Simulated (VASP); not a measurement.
Output of a VASP run:

OSZICAR:
```
...
       N       E                     dE             d eps       ncg     rms          rms(c)
DAV:   1    -0.140634504800E+03    0.24123E-02   -0.40695E+00   640   0.267E+00    0.269E-01
RMM:   2    -0.140638772320E+03   -0.42675E-02   -0.44147E-02   640   0.445E-01    0.568E-02
RMM:   3    -0.140639412284E+03   -0.63996E-03   -0.67358E-03   642   0.182E-01    0.632E-02
RMM:   4    -0.140639510105E+03   -0.97820E-04   -0.12299E-03   654   0.721E-02    0.493E-02
RMM:   5    -0.140639534434E+03   -0.24330E-04   -0.35670E-04   632   0.368E-02    0.232E-02
RMM:   6    -0.140639541589E+03   -0.71549E-05   -0.78821E-05   552   0.172E-02
  10 F= -.14063954E+03 E0= -.14063954E+03  d E =-.905112E-02
       N       E                     dE             d eps       ncg     rms          rms(c)
DAV:   1    -0.140625808920E+03    0.13726E-01   -0.16271E+01   640   0.534E+00    0.537E-01
RMM:   2    -0.140642791112E+03   -0.16982E-01   -0.17592E-01   640   0.888E-01    0.114E-01
RMM:   3    -0.140645342674E+03   -0.25516E-02   -0.26800E-02   643   0.363E-01    0.127E-01
RMM:   4    -0.140645735631E+03   -0.39296E-03   -0.48864E-03   659   0.144E-01    0.980E-02
RMM:   5    -0.140645832128E+03   -0.96496E-04   -0.14147E-03   647   0.734E-02    0.460E-02
RMM:   6    -0.140645860471E+03   -0.28343E-04   -0.31209E-04   625   0.342E-02    0.987E-03
RMM:   7    -0.140645868591E+03   -0.81206E-05   -0.83667E-05   517   0.177E-02
  11 F= -.14064587E+03 E0= -.14064587E+03  d E =-.153781E-01
       N       E                     dE             d eps       ncg     rms          rms(c)
DAV:   1    -0.140645416050E+03    0.44442E-03   -0.63087E+00   648   0.269E+00    0.342E-01
RMM:   2    -0.140651801879E+03   -0.63858E-02   -0.67326E-02   640   0.458E-01    0.708E-02
RMM:   3    -0.140652707625E+03   -0.90575E-03   -0.10187E-02   643   0.184E-01    0.825E-02
RMM:   4    -0.140652869228E+03   -0.16160E-03   -0.22647E-03   657   0.724E-02    0.681E-02
RMM:   5    -0.140652878414E+03   -0.91859E-05   -0.20951E-04   618   0.259E-02    0.453E-02
RMM:   6    -0.140652872974E+03    0.54395E-05   -0.11103E-04   542   0.150E-02    0.208E-02
RMM:   7    -0.140652873098E+03   -0.12387E-06   -0.17414E-05   393   0.715E-03
  12 F= -.14065287E+03 E0= -.14065287E+03  d E =-.700451E-02
       N       E                     dE             d eps       ncg     rms          rms(c)
DAV:   1    -0.140652675024E+03    0.19795E-03   -0.60702E-01   672   0.837E-01    0.943E-02
RMM:   2    -0.140653303391E+03   -0.62837E-03   -0.65736E-03   640   0.143E-01    0.228E-02
RMM:   3    -0.140653390740E+03   -0.87349E-04   -0.98562E-04   628   0.576E-02    0.312E-02
RMM:   4    -0.140653406540E+03   -0.15799E-04   -0.21828E-04   572   0.225E-02    0.280E-02
RMM:   5    -0.140653407302E+03   -0.76265E-06   -0.19267E-05   394   0.780E-03
  13 F= -.14065341E+03 E0= -.14065341E+03  d E =-.753871E-02
       N       E                     dE             d eps       ncg     rms          rms(c)
DAV:   1    -0.140654339561E+03   -0.93302E-03   -0.86850E-01   648   0.117E+00    0.104E-01
RMM:   2    -0.140655111540E+03   -0.77198E-03   -0.82657E-03   640   0.192E-01    0.245E-02
RMM:   3    -0.140655231446E+03   -0.11991E-03   -0.13399E-03   640   0.789E-02    0.262E-02
RMM:   4    -0.140655248426E+03   -0.16979E-04   -0.25160E-04   617   0.313E-02    0.198E-02
RMM:   5    -0.140655253094E+03   -0.46680E-05   -0.80489E-05   513   0.167E-02
  14 F= -.14065525E+03 E0= -.14065525E+03  d E =-.184579E-02
```

File OUTCAR:
```
------------------------ aborting loop because EDIFF is reached ----------------------------------------
  FORCE on cell =-STRESS in cart. coord.  units (eV):
  Direction    XX          YY          ZZ          XY          YZ          ZX
  --------------------------------------------------------------------------------------
  Total        6.9678084      6.9678126      6.9607737      0.0054487     -0.0092747      0.0090992
  in kB        6.2241446      6.2241483      6.2178606      0.0048672     -0.0082848      0.0081280
  external PRESSURE =       6.2220512 kB  Pullay stress =       0.0000000 kB
  volume of cell :     1793.61
      direct lattice vectors                 reciprocal lattice vectors
    12.149983951  0.000000000  0.000000000     0.082304635  0.000000000  0.000000000
     0.000000000 12.149983951  0.000000000     0.000000000  0.082304635  0.000000000
     0.000000000  0.000000000 12.149983951     0.000000000  0.000000000  0.082304635
 POSITION                                       TOTAL-FORCE (eV/Angst)
 -----------------------------------------------------------------------------------
     12.14998     12.14997     12.14997        -0.000185      0.000289      0.000322
     12.14998     12.14998      4.00951        -0.000166      0.000226      0.002211
     12.14998     12.14997      8.14047        -0.000187      0.000245     -0.001624
      0.00000      4.00951     12.14997        -0.000190      0.002143      0.000342
      0.00000      4.08221      4.08222        -0.000196     -0.009547     -0.009507
      0.00000      4.08221      8.06776        -0.000206     -0.009509      0.010078
     12.14998      8.14048     12.14997        -0.000187     -0.001780      0.000337
      0.00000      8.06777      4.08221        -0.000198      0.009916     -0.009475
      0.00001      8.06777      8.06777        -0.000224      0.009911      0.010044
      4.00951     12.14997     12.14997         0.001724      0.000257      0.000354
      4.08221     12.14998      4.08222        -0.009920      0.000193     -0.009505
      4.08222     12.14997      8.06776        -0.009949      0.000290      0.010058
      4.08222      4.08222     12.14997        -0.009943     -0.009561      0.000341
      4.09260      4.09259      4.09260        -0.000358      0.000060      0.000101
      4.09260      4.09259      8.05738        -0.000373      0.000069      0.000475
      4.08222      8.06776     12.14997        -0.009943      0.009947      0.000331
      4.09260      8.05739      4.09260        -0.000334      0.000339      0.000117
      4.09260      8.05739      8.05739        -0.000353      0.000341      0.000401
      8.14027      0.00040      0.00040        -0.001035     -0.001897     -0.001826
      8.06777     12.14997      4.08223         0.009527      0.000241     -0.009540
      8.06777     12.14997      8.06777         0.009552      0.000242      0.010018
      8.06777      4.08223     12.14997         0.009555     -0.009588      0.000336
      8.05739      4.09260      4.09260        -0.000046      0.000031      0.000095
      8.05739      4.09259      8.05737         0.009509     -0.009475     -0.013745
      8.06777      8.06777     12.14998         0.009539      0.009911      0.000322
      8.05739      8.05738      4.09259        -0.000042      0.000340      0.000139
      8.05739      8.05739      8.05739        -0.000047      0.000317      0.000423
      1.99546      1.99545      1.99545         0.007696      0.008110      0.008224
      2.03813      2.03811      6.07498         0.012083      0.012508      0.000306
      1.99546      1.99545     10.15453         0.007702      0.008111     -0.007576
      2.03813      6.07498      2.03811         0.012092      0.000224      0.012629
      2.08614      6.07498      6.07498         0.001192      0.000206      0.000314
      2.03813      6.07498     10.11186         0.012097      0.000214     -0.011988
      1.99546     10.15451      1.99544         0.007703     -0.007634      0.008230
      2.03813     10.11185      6.07498         0.012087     -0.012024      0.000305
      1.99546     10.15452     10.15452         0.007710     -0.007634     -0.007574
      6.07500      2.03811      2.03811        -0.000197      0.012486      0.012609
      6.07500      2.08611      6.07498        -0.000210      0.001604      0.000308
      6.07500      2.03812     10.11186        -0.000213      0.012517     -0.011954
      6.07500      6.07498      2.08612        -0.000210      0.000218      0.001701
      6.07500      6.07498     10.06384        -0.000211      0.000206     -0.001069
      6.07500     10.11185      2.03811        -0.000213     -0.012002      0.012646
      6.07500     10.06384      6.07498        -0.000200     -0.001156      0.000290
      6.07499     10.11185     10.11186        -0.000227     -0.012023     -0.011965
     10.15453      1.99545      1.99544        -0.008115      0.008108      0.008230
     10.11187      2.03811      6.07497        -0.012487      0.012501      0.000304
     10.15453      1.99545     10.15453        -0.008101      0.008135     -0.007554
     10.11187      6.07498      2.03811        -0.012496      0.000217      0.012640
     10.06386      6.07498      6.07498        -0.001597      0.000228      0.000310
     10.11187      6.07498     10.11186        -0.012502      0.000205     -0.011981
     10.15453     10.15452      1.99544        -0.008109     -0.007611      0.008259
     10.11187     10.11185      6.07498        -0.012502     -0.012030      0.000301
     10.15454     10.15452     10.15451        -0.008097     -0.007634     -0.007572
 -----------------------------------------------------------------------------------
    total drift:                                0.010227     -0.010986     -0.015687
  FREE ENERGIE OF THE ION-ELECTRON SYSTEM (eV)
...
```
(Selected blocks of OUTCAR.)

**POSCAR**
```
Tl27Br26
1
   12.1499839509     0.0000000000     0.0000000000
    0.0000000000    12.1499839509     0.0000000000
    0.0000000000     0.0000000000    12.1499839509
Tl Br
27 26
Direct
  0.0000000000   0.0000000000   0.0000000000
  0.0000000000   0.0000000000   0.3333330000
  0.0000000000   0.0000000000   0.6666670000
  0.0000000000   0.3333330000   0.0000000000
  0.0000000000   0.3333330000   0.3333330000
  0.0000000000   0.3333330000   0.6666670000
  0.0000000000   0.6666670000   0.0000000000
  0.0000000000   0.6666670000   0.3333330000
  0.0000000000   0.6666670000   0.6666670000
  0.3333330000   0.0000000000   0.0000000000
  0.3333330000   0.0000000000   0.3333330000
  0.3333330000   0.0000000000   0.6666670000
  0.3333330000   0.3333330000   0.0000000000
  0.3333330000   0.3333330000   0.3333330000
  0.3333330000   0.3333330000   0.6666670000
  0.3333330000   0.6666670000   0.0000000000
  0.3333330000   0.6666670000   0.3333330000
  0.3333330000   0.6666670000   0.6666670000
  0.6666670000   0.0000000000   0.0000000000
  0.6666670000   0.0000000000   0.3333330000
  0.6666670000   0.0000000000   0.6666670000
  0.6666670000   0.3333330000   0.0000000000
  0.6666670000   0.3333330000   0.3333330000
  0.6666670000   0.3333330000   0.6666670000
  0.6666670000   0.6666670000   0.0000000000
  0.6666670000   0.6666670000   0.3333330000
  0.6666670000   0.6666670000   0.6666670000
  0.1666670000   0.1666670000   0.1666670000
  0.1666670000   0.1666670000   0.5000000000
  0.1666670000   0.1666670000   0.8333330000
  0.1666670000   0.5000000000   0.1666670000
  0.1666670000   0.5000000000   0.5000000000
  0.1666670000   0.5000000000   0.8333330000
  0.1666670000   0.8333330000   0.1666670000
  0.1666670000   0.8333330000   0.5000000000
  0.1666670000   0.8333330000   0.8333330000
  0.5000000000   0.1666670000   0.1666670000
  0.5000000000   0.1666670000   0.5000000000
  0.5000000000   0.1666670000   0.8333330000
  0.5000000000   0.5000000000   0.1666670000
  0.5000000000   0.5000000000   0.8333330000
  0.5000000000   0.8333330000   0.1666670000
  0.5000000000   0.8333330000   0.5000000000
  0.5000000000   0.8333330000   0.8333330000
  0.8333330000   0.1666670000   0.1666670000
  0.8333330000   0.1666670000   0.5000000000
  0.8333330000   0.1666670000   0.8333330000
  0.8333330000   0.5000000000   0.1666670000
  0.8333330000   0.5000000000   0.5000000000
  0.8333330000   0.5000000000   0.8333330000
  0.8333330000   0.8333330000   0.1666670000
  0.8333330000   0.8333330000   0.5000000000
  0.8333330000   0.8333330000   0.8333330000
```

Write an INCAR and KPOINTS that could have produced this output.

This is not unique; one that fits is the input of the run itself, PBE GGA, plane waves, VASP's PBE PAW potentials (set 64).

**KPOINTS**
```
kpoints
0
gamma
  1 1 1
```

INCAR:
```
ALGO = Fast   ! Davidson, then RMM-DIIS
ISYM = 0
LREAL = Auto   ! projection in real space or not
ISIF = 2
LMAXMIX = 4   ! l cut-off of mixed one-centre charges
NSW = 60   ! most ionic steps
NELMIN = 4
LWAVE = .FALSE.
EDIFF = 1E-5   ! SCF stop (eV)
LCHARG = .FALSE.
IBRION = 2
EDIFFG = -0.03   ! ionic stop
LASPH = .TRUE.   ! aspherical one-centre terms
SIGMA = 0.05
SYSTEM = Tl27Br26
ISMEAR = 0   ! Gaussian
NELECT = 534.0
NELM = 100   ! most electronic steps
GGA = PE   ! PBE
PREC = Normal
ENCUT = 400   ! plane-wave cut-off (eV)
```

POTCAR, in this order: Tl_d Br (PBE.64 set). Program: vasp_gam.

The cell is charged, with a uniform compensating background. The supercell is sampled at Γ alone, which is coarse: total energies, pressure and levels can be off, energies of defects by several tenths of an eV.

The cell is a supercell with a defect, built from a database entry that may be metastable or hypothetical: vac_Br, charge -1. The run is not spin-polarised, so no state with unpaired spins was tried.
